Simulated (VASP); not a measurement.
Output of a VASP run:

OUTCAR:
```
 ion  position               nearest neighbor table
   1  0.000  0.000  0.000-
  LATTYP: Found a face centered cubic cell.
 ALAT       =     3.9500000000
 Subroutine PRICEL returns:
 Original cell was already a primitive cell.
 Subroutine GETGRP returns: Found 48 space group operations
The static configuration has the point symmetry O_h .
The dynamic configuration has the point symmetry O_h .
The overall configuration has the point symmetry O_h .
 Subroutine INISYM returns: Found 48 space group operations
 Subroutine IBZKPT returns following result:
 Found     47 irreducible k-points:

 Following reciprocal coordinates:
            Coordinates               Weight
  0.000000  0.000000  0.000000      1.000000
  0.100000  0.000000  0.000000      8.000000
  0.200000  0.000000  0.000000      8.000000
  0.300000  0.000000  0.000000      8.000000
  0.400000  0.000000  0.000000      8.000000
  0.500000  0.000000  0.000000      4.000000
  0.100000  0.100000  0.000000      6.000000
  0.200000  0.100000  0.000000     24.000000
  0.300000  0.100000  0.000000     24.000000
  0.400000  0.100000  0.000000     24.000000
  0.500000  0.100000  0.000000     24.000000
 -0.400000  0.100000  0.000000     24.000000
 -0.300000  0.100000  0.000000     24.000000
 -0.200000  0.100000  0.000000     24.000000
 -0.100000  0.100000  0.000000     12.000000
  0.200000  0.200000  0.000000      6.000000
  0.300000  0.200000  0.000000     24.000000
  0.400000  0.200000  0.000000     24.000000
  0.500000  0.200000  0.000000     24.000000
 -0.400000  0.200000  0.000000     24.000000
 -0.300000  0.200000  0.000000     24.000000
 -0.200000  0.200000  0.000000     12.000000
  0.300000  0.300000  0.000000      6.000000
  0.400000  0.300000  0.000000     24.000000
  0.500000  0.300000  0.000000     24.000000
 -0.400000  0.300000  0.000000     24.000000
 -0.300000  0.300000  0.000000     12.000000
  0.400000  0.400000  0.000000      6.000000
  0.500000  0.400000  0.000000     24.000000
 -0.400000  0.400000  0.000000     12.000000
  0.500000  0.500000  0.000000      3.000000
  0.300000  0.200000  0.100000     24.000000
  0.400000  0.200000  0.100000     48.000000
  0.500000  0.200000  0.100000     48.000000
 -0.400000  0.200000  0.100000     24.000000
  0.400000  0.300000  0.100000     24.000000
  0.500000  0.300000  0.100000     48.000000
 -0.400000  0.300000  0.100000     48.000000
 -0.300000  0.300000  0.100000     48.000000
 -0.200000  0.300000  0.100000     24.000000
   k-points           NKPTS =     47   k-points in BZ     NKDIM =     47   number of bands    NBANDS=     14
   number of dos      NEDOS =    301   number of ions     NIONS =      1
   total plane-waves  NPLWV =   4096
   dimension x,y,z NGX =    16 NGY =   16 NGZ =   16
   dimension x,y,z NGXF=    32 NGYF=   32 NGZF=   32
   ions per type =               1
   PREC   = accura    normal or accurate (medium, high low for compatibility)
   ISTART =      0    job   : 0-new  1-cont  2-samecut
   ICHARG =      2    charge: 1-file 2-atom 10-const
   ISPIN  =      1    spin polarized calculation?
   LNONCOLLINEAR =      T non collinear calculations
   LSORBIT =      T    spin-orbit coupling
   INIWAV =      1    electr: 0-lowe 1-rand  2-diag
   ENCUT  =  300.0 eV  22.05 Ry    4.70 a.u.   3.94  3.94  3.94*2*pi/ulx,y,z
   NELM   =    100;   NELMIN=  2; NELMDL= -5     # of ELM steps
   EDIFF  = 0.1E-05   stopping-criterion for ELM
   LREAL  =      F    real-space projection
   NLSPLINE    = F    spline interpolate recip. space projectors
   LMAXMIX     =    6 max onsite mixed and CHGCAR
   VOSKOWN=      0    Vosko Wilk Nusair interpolation
   EDIFFG = 0.1E-04   stopping-criterion for IOM
   NSW    =      0    number of steps for IOM
   NBLOCK =      1;   KBLOCK =      1    inner block; outer block
   IBRION =     -1    ionic relax: 0-MD 1-quasi-New 2-CG
...
```

File OSZICAR:
```
       N       E                     dE             d eps       ncg     rms          rms(c)
DAV:   1     0.768988042599E+01    0.76899E+01   -0.24220E+03  2172   0.676E+02
DAV:   2    -0.140314635576E+02   -0.21721E+02   -0.17937E+02  2062   0.199E+02
DAV:   3    -0.147029622561E+02   -0.67150E+00   -0.64755E+00  2168   0.372E+01
DAV:   4    -0.147081299743E+02   -0.51677E-02   -0.51626E-02  1886   0.325E+00
DAV:   5    -0.147081956731E+02   -0.65699E-04   -0.65694E-04  2154   0.431E-01    0.310E+01
DAV:   6    -0.141208494496E+02    0.58735E+00   -0.50151E-01  2192   0.140E+01    0.139E+01
DAV:   7    -0.139520736251E+02    0.16878E+00   -0.22400E-01  2240   0.909E+00    0.658E+00
DAV:   8    -0.139395283994E+02    0.12545E-01   -0.12151E-02  2226   0.205E+00    0.148E-01
DAV:   9    -0.139372212840E+02    0.23071E-02   -0.35325E-04  1756   0.190E-01    0.472E-02
DAV:  10    -0.139369028963E+02    0.31839E-03   -0.14466E-04  1914   0.161E-01    0.258E-02
DAV:  11    -0.139369057729E+02   -0.28767E-05   -0.66617E-06  1760   0.303E-02    0.133E-02
DAV:  12    -0.139369061491E+02   -0.37613E-06   -0.32749E-07  1218   0.634E-03
   1 F= -.13936906E+02 E0= -.13931910E+02  d E =-.999193E-02  mag=    -0.0000    -0.0000    -0.0000
```

File OUTCAR:
```
------------------------ aborting loop because EDIFF is reached ----------------------------------------
  FORCE on cell =-STRESS in cart. coord.  units (eV):
  Direction    XX          YY          ZZ          XY          YZ          ZX
  --------------------------------------------------------------------------------------
  Total       -2.3597028     -2.3597028     -2.3597028      0.0000000      0.0000000     -0.0000000
  in kB     -245.3785459   -245.3785459   -245.3785459      0.0000000      0.0000000     -0.0000000
  external PRESSURE =    -245.3785459 kB  Pullay stress =       0.0000000 kB
  volume of cell :       15.41
      direct lattice vectors                 reciprocal lattice vectors
     0.000000000  1.975000000  1.975000000    -0.253164557  0.253164557  0.253164557
     1.975000000  0.000000000  1.975000000     0.253164557 -0.253164557  0.253164557
     1.975000000  1.975000000  0.000000000     0.253164557  0.253164557 -0.253164557
 POSITION                                       TOTAL-FORCE (eV/Angst)
 -----------------------------------------------------------------------------------
      0.00000      0.00000      0.00000         0.000000      0.000000      0.000000
 -----------------------------------------------------------------------------------
    total drift:                               -0.000000     -0.000000     -0.000000
  FREE ENERGIE OF THE ION-ELECTRON SYSTEM (eV)
  ---------------------------------------------------
  free  energy   TOTEN  =       -13.9369061491 eV

  energy  without entropy=      -13.9269142177  energy(sigma->0) =      -13.93191018

 total charge

# of ion       s       p       d       tot
------------------------------------------
    1        0.598   0.633   4.804   6.035

 magnetization (x)

# of ion       s       p       d       tot
------------------------------------------
    1        0.000  -0.000   0.000   0.000

 magnetization (y)

# of ion       s       p       d       tot
------------------------------------------
    1        0.000  -0.000   0.000   0.000

 magnetization (z)

# of ion       s       p       d       tot
------------------------------------------
    1       -0.000   0.000  -0.000  -0.000

 Ion:    1  E_soc:     -0.6431469
```
(Selected blocks of OUTCAR.)

### POSCAR
```
Re
1
    0.0000000000     1.9750000000     1.9750000000
    1.9750000000     0.0000000000     1.9750000000
    1.9750000000     1.9750000000     0.0000000000
Re
1
Direct
  0.0000000000   0.0000000000   0.0000000000
```

Task: Write an INCAR and KPOINTS that could have produced this output.

Result: Several could match; the one computed here: the input of the run itself, LDA (Ceperley-Alder, Perdew-Zunger) with spin-orbit coupling, plane waves, VASP's LDA PAW potentials (set 64).

**KPOINTS**
```
Automatic mesh
0
G
10 10 10
```

**INCAR**
```
! general
SYSTEM       =Re
PREC         =Accurate
ENCUT        =300   ! plane-wave cut-off (eV)
LREAL        =.FALSE.   ! projection in real space or not
LASPH        =.TRUE.   ! aspherical one-centre terms

! electronic loop
EDIFF        =1E-6
NELM         =100   ! most electronic steps
ALGO         =Normal
LMAXMIX      =6   ! l cut-off of mixed one-centre charges

! smearing
ISMEAR       =-1   ! Fermi-Dirac
SIGMA        =0.05   ! width (eV)

! functional
GGA_COMPAT   =.FALSE.

! spin
MAGMOM       =3*0.0
LSORBIT      =.TRUE.
LNONCOLLINEAR=.TRUE.

! ions
ISIF         =2

! output
LWAVE        =.FALSE.
LCHARG       =.FALSE.
LORBIT       =11
```

POTCAR, in this order: Re (LDA.64 set). Program: vasp_ncl.

At this cut-off the stress carries a Pulay error, which pulls relaxed volumes low.

The structure comes from a measured Re entry of the Crystallography Open Database, whose conditions weren't checked. The cell was not relaxed at this level. The run is one of a series of settings (GGA_COMPAT = .FALSE., LNONCOLLINEAR = .TRUE., LSORBIT = .TRUE., MAGMOM = 0.0 0.0 0.0, program vasp_ncl against the base run), some of them coarse on purpose.
